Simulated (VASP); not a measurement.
# Vibrations of Beryllium at several levels of theory, part 2 of 2

How much do the zone-centre frequencies of Beryllium depend on the functional? The starting structure is a measured crystal structure from the Crystallography Open Database.

VASP 6.6.1.

Results so far: LDA B1g 711.1 cm⁻¹; LDA at the measured cell B1g 652.7 cm⁻¹; PBEsol B1g 705.3 cm⁻¹.

## Step 5: Modes with PBE

Level of this step: PBE; plane waves and PAW (Be) (VASP).

PBE, the usual starting point, adds the gradient of the density. The cell comes from a relaxation at this level, not shown (15.82 Å³).

Input file INCAR:

```
SYSTEM = Be
PREC = Accurate
ENCUT = 450
EDIFF = 1E-08
NELM = 100
ISMEAR = 1
SIGMA = 0.15
LREAL = .FALSE.
ALGO = Normal
GGA = PE
NBANDS = 8
LORBIT = 11
LWAVE = .FALSE.
LCHARG = .FALSE.
KPAR = 4
IBRION = 8
ISIF = 2
```

Input file POSCAR:

```
Be
1.0
    2.2618676065      0.0000000000      0.0000000000
   -1.1309338032      1.9588348073      0.0000000000
    0.0000000000      0.0000000000      3.5713981537
Be
2
Direct
    0.6666666667      0.3333333333      0.7500000000
    0.3333333333      0.6666666667      0.2500000000
```

Input file KPOINTS:

```
Automatic mesh
0
Gamma
22 22 12
0 0 0
```

PAW data sets: Be (PBE family, release 64).

Launch:

```bash
$ mpirun -np 4 vasp_std
```

Log:

```text
[banner, memory and clock lines left out]
running    4 mpi-ranks, on    1 nodes
[...]
LDA part: xc-table for (Slater+PW92), standard interpolation
 POSCAR, INCAR and KPOINTS ok, starting setup
[...]
entering main loop
       N       E                     dE             d eps       ncg     rms          rms(c)
DAV:   1    -0.430430602345E+01   -0.43043E+01   -0.16935E+03  6032   0.369E+02
DAV:   2    -0.758825014190E+01   -0.32839E+01   -0.32239E+01  9408   0.435E+01
DAV:   3    -0.759852950825E+01   -0.10279E-01   -0.10281E-01  6296   0.218E+00
DAV:   4    -0.759853502151E+01   -0.55133E-05   -0.55137E-05  8640   0.549E-02
[...]
DAV:  10    -0.753423777609E+01    0.26215E-06   -0.71319E-09  7000   0.815E-04    0.257E-04
DAV:  11    -0.753423763875E+01    0.13734E-06   -0.27626E-09  4888   0.552E-04    0.585E-06
DAV:  12    -0.753423763478E+01    0.39740E-08   -0.68766E-11  2936   0.597E-05
   1 F= -.75342376E+01 E0= -.75343059E+01  d E =0.204908E-03
 Linear response reoptimize wavefunctions to high precision
[...]
RMM:   8    -0.657959844829E-02    0.17988E-08    0.19689E-11 38825   0.151E-06    0.847E-08
 first order change of Fermi-energy   0.28623E-05
 force on displaced ion       1 direction 1 :  -3.642  -0.000   0.000
 Linear response progress:
  Degree of freedom:   2/  2
       N       E                     dE             d eps       ncg     rms          rms(c)
RMM:   1    -0.155464962329E-01   -0.15546E-01    0.41292E-02 21191   0.652E-01
RMM:   2    -0.151483601382E-01    0.39814E-03    0.17772E-04 13655   0.858E-02    0.104E-01
RMM:   3    -0.147065038952E-01    0.44186E-03   -0.74999E-04 13530   0.878E-02    0.387E-02
RMM:   4    -0.148185645127E-01   -0.11206E-03   -0.37465E-04 13859   0.495E-02    0.402E-03
RMM:   5    -0.147895684152E-01    0.28996E-04    0.27142E-05 14393   0.392E-03    0.575E-04
RMM:   6    -0.147923198723E-01   -0.27515E-05    0.56053E-06 14255   0.487E-04    0.719E-05
RMM:   7    -0.147925841265E-01   -0.26425E-06    0.91823E-07 14711   0.366E-05    0.152E-05
RMM:   8    -0.147927127218E-01   -0.12860E-06    0.23833E-08 14306   0.142E-05    0.956E-07
RMM:   9    -0.147927141102E-01   -0.13883E-08    0.29738E-09 13676   0.155E-06    0.351E-07
 first order change of Fermi-energy   0.19863E-04
 force on displaced ion       1 direction 3 :   0.000  -0.000  -8.020
 Linear response finished
```

Run time: 63 s. Hardware: 4 MPI ranks of AMD EPYC 7R43, shared host; peak memory 1.6 GiB; 4.1 min of CPU time.

OUTCAR, selected parts (step 5):

```text
  Total        0.0002527      0.0002527     -0.0001952      0.0000000     -0.0000000      0.0000000
  in kB        0.0255826      0.0255826     -0.0197638      0.0000000     -0.0000000      0.0000000
  external PRESSURE =       0.0104671 kB  Pullay stress =       0.0000000 kB

 POSITION                                       TOTAL-FORCE (eV/Angst)
 -----------------------------------------------------------------------------------
      1.13093      0.65294      2.67855        -0.000000     -0.000000      0.000000
     -0.00000      1.30589      0.89285         0.000000      0.000000      0.000000
 -----------------------------------------------------------------------------------
    total drift:                                0.000000     -0.000000      0.000000

[... 1 part as in an earlier step ...]

[... 1 further part left out ...]
```

With PBE the modes are B1g 695.7, E2g 468.8 cm⁻¹; the largest shift is -16.3 cm⁻¹, in E2g, from LDA.

## Step 6: Modes with PBEsol + D3(BJ)

D3 with Becke-Johnson damping keeps a finite attraction at short range. The cell comes from a relaxation at this level, not shown (15.00 Å³).

INCAR, as its differences from that of step 5:

```diff
@@ -9,3 +9,4 @@
 ALGO = Normal
-GGA = PE
+GGA = PS
+IVDW = 12
 NBANDS = 8
@@ -15,3 +16,6 @@
 KPAR = 4
-IBRION = 8
+IBRION = 6
+NFREE = 2
+POTIM = 0.015
+NSW = 1
 ISIF = 2
```

Input file POSCAR:

```
Be
1.0
    2.2199661351      0.0000000000      0.0000000000
   -1.1099830676      1.9225470686      0.0000000000
    0.0000000000      0.0000000000      3.5152468490
Be
2
Direct
    0.6666666667      0.3333333333      0.7500000000
    0.3333333333      0.6666666667      0.2500000000
```

KPOINTS is that of step 5.

Launch:

```bash
$ mpirun -np 4 vasp_std
```

Log:

```text
[banner, memory and clock lines left out]
running    4 mpi-ranks, on    1 nodes
[...]
[... a notice as in an earlier step ...]

 LDA part: xc-table for (Slater+PW92), standard interpolation
 POSCAR, INCAR and KPOINTS ok, starting setup
[...]
entering main loop
       N       E                     dE             d eps       ncg     rms          rms(c)
DAV:   1    -0.450449150214E+01   -0.45045E+01   -0.16888E+03  6040   0.370E+02
DAV:   2    -0.800771381526E+01   -0.35032E+01   -0.33912E+01  9464   0.460E+01
DAV:   3    -0.801981808639E+01   -0.12104E-01   -0.12045E-01  6152   0.228E+00
DAV:   4    -0.801982561271E+01   -0.75263E-05   -0.75259E-05  8824   0.575E-02
[...]
DAV:   8    -0.798355505437E+01    0.35975E-05   -0.12007E-05  6576   0.277E-02    0.720E-03
DAV:   9    -0.798355576278E+01   -0.70842E-06   -0.51250E-07  7472   0.501E-03    0.432E-04
DAV:  10    -0.798355577143E+01   -0.86463E-08   -0.32100E-10  6384   0.144E-04
   1 F= -.85545534E+01 E0= -.85545931E+01  d E =0.118964E-03
[... from here on, the cycles between the ionic steps are left out ...]
   2 F= -.85541044E+01 E0= -.85541415E+01  d E =0.111471E-03
   3 F= -.85541044E+01 E0= -.85541415E+01  d E =0.111471E-03
   4 F= -.85535121E+01 E0= -.85535532E+01  d E =0.123139E-03
   5 F= -.85535121E+01 E0= -.85535532E+01  d E =0.123139E-03
 Finite differences progress:
  Degree of freedom:   2/  2
  Displacement:        2/  2
  Total:               4/  4
```

Run time: 43 s. Hardware: 4 MPI ranks; peak memory 1.2 GiB; 2.8 min of CPU time.

From OUTCAR (step 6):

```text
 Edisp (eV)   -0.57100

 Edisp (eV)   -0.57100

  Total       0.00062     0.00062     0.00342    -0.00000     0.00000    -0.00000
  in kB       0.06613     0.06613     0.36469    -0.00000     0.00000    -0.00000
  external pressure =        0.17 kB  Pullay stress =        0.00 kB

 POSITION                                       TOTAL-FORCE (eV/Angst)
 -----------------------------------------------------------------------------------
      1.10998      0.64085      2.62144         0.000000      0.000000      0.138869
     -0.00000      1.28170      0.87881        -0.000000      0.000000     -0.138869
 -----------------------------------------------------------------------------------
    total drift:                               -0.000000     -0.000000     -0.000000

  FREE ENERGIE OF THE ION-ELECTRON SYSTEM (eV)
  ---------------------------------------------------
  free  energy   TOTEN  =        -8.5535121082 eV

  energy  without entropy=       -8.5536352469  energy(sigma->0) =       -8.55355315

[... 1 part as in an earlier step ...]

[... 2 further parts left out ...]
[key lines of the parts left out:]
E-fermi :   7.6281
```

The last energy, forces and stress in OUTCAR belong to the last displaced cell, not to that of POSCAR.

With PBEsol + D3(BJ) the modes are B1g 747.4, E2g 490.7 cm⁻¹; the largest shift is +36.3 cm⁻¹, in B1g, from LDA.

## Step 7: Modes with r2SCAN

r2SCAN adds the kinetic-energy density, costs more than a GGA and is run with LASPH. The cell comes from a relaxation at this level, not shown (15.83 Å³).

INCAR, as its differences from that of step 6:

```diff
@@ -9,4 +9,4 @@
 ALGO = Normal
-GGA = PS
-IVDW = 12
+METAGGA = R2SCAN
+LASPH = .TRUE.
 NBANDS = 8
```

Input file POSCAR:

```
Be
1.0
    2.2609541977      0.0000000000      0.0000000000
   -1.1304770989      1.9580437721      0.0000000000
    0.0000000000      0.0000000000      3.5747958712
Be
2
Direct
    0.6666666667      0.3333333333      0.7500000000
    0.3333333333      0.6666666667      0.2500000000
```

KPOINTS is that of step 6.

Launch:

```bash
$ mpirun -np 4 vasp_std
```

Log:

```text
[banner, memory and clock lines left out]
running    4 mpi-ranks, on    1 nodes
[...]
[... a notice as in an earlier step ...]

 LDA part: xc-table for (None), standard interpolation
 POSCAR, INCAR and KPOINTS ok, starting setup
[...]
entering main loop
       N       E                     dE             d eps       ncg     rms          rms(c)
DAV:   1    -0.565012384195E+01   -0.56501E+01   -0.17572E+03  5984   0.382E+02
DAV:   2    -0.895293279492E+01   -0.33028E+01   -0.32217E+01  9464   0.445E+01
DAV:   3    -0.896341004635E+01   -0.10477E-01   -0.10472E-01  6144   0.227E+00
DAV:   4    -0.896341626599E+01   -0.62196E-05   -0.62199E-05  8856   0.580E-02
[...]
DAV:   9    -0.868167222175E+01   -0.13072E-05   -0.13585E-06  6808   0.149E-02    0.178E-03
DAV:  10    -0.868167277424E+01   -0.55249E-06   -0.15166E-08  7560   0.156E-03    0.129E-04
DAV:  11    -0.868167277177E+01    0.24664E-08   -0.53813E-10  3520   0.199E-04
   1 F= -.86816728E+01 E0= -.86817189E+01  d E =0.138263E-03
[... from here on, the cycles between the ionic steps are left out ...]
   2 F= -.86812527E+01 E0= -.86812958E+01  d E =0.129391E-03
   3 F= -.86812527E+01 E0= -.86812958E+01  d E =0.129390E-03
   4 F= -.86807152E+01 E0= -.86807628E+01  d E =0.142982E-03
   5 F= -.86807152E+01 E0= -.86807628E+01  d E =0.142981E-03
 Finite differences progress:
  Degree of freedom:   2/  2
  Displacement:        2/  2
  Total:               4/  4
```

The job ended after 4.6 min (4 MPI ranks; peak memory 1.3 GiB).

From OUTCAR (step 7):

```text
  Total        0.0011466      0.0011466      0.0037379     -0.0000000      0.0000000      0.0000000
  in kB        0.1160809      0.1160809      0.3784183     -0.0000000      0.0000000      0.0000000
  external PRESSURE =       0.2035267 kB  Pullay stress =       0.0000000 kB

 POSITION                                       TOTAL-FORCE (eV/Angst)
 -----------------------------------------------------------------------------------
      1.13048      0.65268      2.66610         0.000000      0.000000      0.127517
     -0.00000      1.30536      0.89370        -0.000000     -0.000000     -0.127517
 -----------------------------------------------------------------------------------
    total drift:                               -0.000000     -0.000000      0.000060

  FREE ENERGIE OF THE ION-ELECTRON SYSTEM (eV)
  ---------------------------------------------------
  free  energy   TOTEN  =        -8.6807151563 eV

  energy  without entropy=       -8.6808581375  energy(sigma->0) =       -8.68076282

[... 1 part as in an earlier step ...]

[... 2 further parts left out ...]
[key lines of the parts left out:]
E-fermi :   7.3379
```

With r2SCAN the modes are B1g 716.2, E2g 474.6 cm⁻¹; the largest shift is -10.5 cm⁻¹, in E2g, from LDA.

## Step 8: Modes with r2SCAN + rVV10

rVV10 adds a nonlocal correlation energy for dispersion. The cell comes from a relaxation at this level, not shown (15.82 Å³).

INCAR, as its differences from that of step 7:

```diff
@@ -10,2 +10,6 @@
 METAGGA = R2SCAN
+LUSE_VDW = .TRUE.
+IVDW_NL = 2
+BPARAM = 11.95
+CPARAM = 0.0093
 LASPH = .TRUE.
```

Input file POSCAR:

```
Be
1.0
    2.2607989412      0.0000000000      0.0000000000
   -1.1303994706      1.9579093160      0.0000000000
    0.0000000000      0.0000000000      3.5748093664
Be
2
Direct
    0.6666666667      0.3333333333      0.7500000000
    0.3333333333      0.6666666667      0.2500000000
```

KPOINTS is that of step 7.

Launch:

```bash
$ mpirun -np 4 vasp_std
```

Log:

```text
[banner, memory and clock lines left out]
running    4 mpi-ranks, on    1 nodes
[...]
|                                                                             |
|               ----> ADVICE to this user running VASP <----                  |
|                                                                             |
|     You have switched on vdW-DFT.                                           |
|     This routine was written and supplied by Jiri Klimes. We recommend      |
|     that you carefully read and cite the following publications:            |
|       J. Klimes, D.R. Bowler, A. Michelides                                 |
|          J. Phys.: Cond Matt. 22 022201 (2010)                              |
|       J. Klimes, D.R. Bowler, A. Michelides                                 |
|          Phys. Rev. B. 83, 195131 (2011)                                    |
|     and references therein.                                                 |
|                                                                             |

[...]
DAV:  10    -0.868083075562E+01   -0.54451E-06   -0.15910E-08  7688   0.159E-03    0.134E-04
Total rVV10 correction in eV:      0.0008398     4.2615524
Total rVV10 correction in eV:      0.0008398     4.2615524
Total rVV10 correction in eV:      0.0008398     4.2615524
Total rVV10 correction in eV:      0.0008398     4.2615524
DAV:  11    -0.868083076106E+01   -0.54389E-08   -0.55433E-10  3496   0.205E-04
Total rVV10 correction in eV:      0.0008398     4.2615524
Total rVV10 correction in eV:      0.0008398     4.2615524
Total rVV10 correction in eV:      0.0008398     4.2615524
Total rVV10 correction in eV:      0.0008398     4.2615524
Total rVV10 correction in eV:      0.0008398     4.2615524
Total rVV10 correction in eV:      0.0008398     4.2615524
Total rVV10 correction in eV:      0.0008398     4.2615524
Total rVV10 correction in eV:      0.0008398     4.2615524
   1 F= -.86808308E+01 E0= -.86808766E+01  d E =0.137591E-03
[... from here on, the cycles between the ionic steps are left out ...]
   2 F= -.86804105E+01 E0= -.86804534E+01  d E =0.128709E-03
   3 F= -.86804105E+01 E0= -.86804534E+01  d E =0.128708E-03
   4 F= -.86798679E+01 E0= -.86799153E+01  d E =0.142319E-03
   5 F= -.86798679E+01 E0= -.86799153E+01  d E =0.142319E-03
 Finite differences progress:
  Degree of freedom:   2/  2
  Displacement:        2/  2
  Total:               4/  4
```

It took 4.9 min on 4 MPI ranks; peak memory 1.4 GiB; 19 min of CPU time.

Parts of OUTCAR (step 8):

```text
  Total        0.0011467      0.0011467      0.0037324      0.0000000     -0.0000000      0.0000000
  in kB        0.1161022      0.1161022      0.3779156      0.0000000     -0.0000000      0.0000000
  external PRESSURE =       0.2033733 kB  Pullay stress =       0.0000000 kB

 POSITION                                       TOTAL-FORCE (eV/Angst)
 -----------------------------------------------------------------------------------
      1.13040      0.65264      2.66611         0.000000     -0.000000      0.128218
     -0.00000      1.30527      0.89370        -0.000000      0.000000     -0.128218
 -----------------------------------------------------------------------------------
    total drift:                               -0.000000     -0.000000      0.000060

  FREE ENERGIE OF THE ION-ELECTRON SYSTEM (eV)
  ---------------------------------------------------
  free  energy   TOTEN  =        -8.6798678863 eV

  energy  without entropy=       -8.6800102049  energy(sigma->0) =       -8.67991533

[... 1 part as in an earlier step ...]

[... 2 further parts left out ...]
[key lines of the parts left out:]
E-fermi :   7.3394
```

With r2SCAN + rVV10 the modes are B1g 718.2, E2g 474.7 cm⁻¹; the largest shift is -10.4 cm⁻¹, in E2g, from LDA.

## Step 9: All runs side by side

```
                     run    B1g    E2g                method  core minutes
                     LDA  711.1  485.1   perturbation theory           4.0
LDA at the measured cell  652.7  459.2   perturbation theory          4.13
                  PBEsol  705.3  472.6   perturbation theory          4.54
                     PBE  695.7  468.8   perturbation theory           4.2
         PBEsol + D3(BJ)  747.4  490.7  finite displacements          2.87
                  r2SCAN  716.2  474.6  finite displacements          18.5
          r2SCAN + rVV10  718.2  474.7  finite displacements          19.7
```

Modes are in cm⁻¹, degenerate ones as one, matched between runs by symmetry and order. A number in brackets counts the listed modes of one symmetry from the lowest. The symmetry labels come from an automatic analysis and can be wrong where levels nearly coincide. Core minutes are wall time times ranks of the run shown, on a shared host.

## Step 10: Outcome

| Property | Result |
| --- | --- |
| B1g, LDA | 711.1 cm⁻¹ |
| E2g, LDA | 485.1 cm⁻¹ |
| B1g, LDA at the measured cell | 652.7 cm⁻¹ |
| E2g, LDA at the measured cell | 459.2 cm⁻¹ |
| B1g, PBEsol | 705.3 cm⁻¹ |
| E2g, PBEsol | 472.6 cm⁻¹ |
| B1g, PBE | 695.7 cm⁻¹ |
| E2g, PBE | 468.8 cm⁻¹ |
| B1g, PBEsol + D3(BJ) | 747.4 cm⁻¹ |
| E2g, PBEsol + D3(BJ) | 490.7 cm⁻¹ |
| B1g, r2SCAN | 716.2 cm⁻¹ |
| E2g, r2SCAN | 474.6 cm⁻¹ |
| B1g, r2SCAN + rVV10 | 718.2 cm⁻¹ |
| E2g, r2SCAN + rVV10 | 474.7 cm⁻¹ |

Among the runs matched mode by mode, on the cells relaxed at each level, the B1g mode of Beryllium, the highest of the listed ones in the run with LDA, lies between 696 cm⁻¹ (PBE) and 747 cm⁻¹ (PBEsol + D3(BJ)). Among the runs matched mode by mode, on the cells relaxed at each level, the E2g mode of Beryllium, the lowest of the listed ones in the run with LDA, lies between 469 cm⁻¹ (PBE) and 491 cm⁻¹ (PBEsol + D3(BJ)). Taking the measured cell, +7.1 % in volume, instead of the one relaxed with LDA moves B1g by -58.4 cm⁻¹. Some levels use perturbation theory and the others finite displacements, so their times can't be compared. LASPH is on in some of these runs and off in others, which adds a little to the differences. These runs have no gap, or one under 0.08 eV; such runs hang more on mesh and smearing. A dispersion term summed over pairs of atoms is doubtful in a bulk metal. The frequencies are harmonic. Further runs on this material are not shown.

[Lines on the potential files, build, host, timing and source positions are cut from VASP's logs without a mark.]

[Logs are printed without paths, hosts, clocks, repeated set-up lines and the standing remarks that a program may print on its own settings, such as how far it seeks lower states.]

[Hosts, paths, dates, database ids (printed as entryN), source tags and the programs' standing remarks are cut or masked in the printed files.]
